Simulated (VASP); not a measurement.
Given:

```
SrTe
1.0
    0.00000     3.32551     3.26372
    3.38350     0.00000     3.26372
    3.38350     3.32551     0.00000
Sr Te
1 1
Direct
  0.00000   0.00000   0.00000
  0.48721   0.51279   0.51279
```

Calculation: PBE GGA, VASP's PBE PAW potentials (set 64) (plane waves; VASP). Numerical set-up: 400 eV cut-off, 11×11×11 Γ-centred mesh, Gaussian smearing of 0.050 eV, potentials Sr_sv Te.

Question: Give the force on each atom (eV/Å).

Answer: 
| atom | Fx | Fy | Fz |
|---|---|---|---|
| Sr1 | 0.176 | 0.000 | 0.000 |
| Te2 | -0.176 | 0.000 | 0.000 |

Question: Give the stress tensor in GPa (positive for a compressed cell).

Answer: 
```
0.20  0.00  0.00
0.00  1.12  0.00
0.00  0.00  2.67
```
The pressure is its mean diagonal, 1.33 GPa.

The compound is SrTe in the rock salt structure. The cell was not relaxed at this level, atoms are displaced from their ideal sites. The run is one of a series of settings (KPOINTS 11×11×11 Γ-centred mesh against the base run), some of them coarse on purpose.
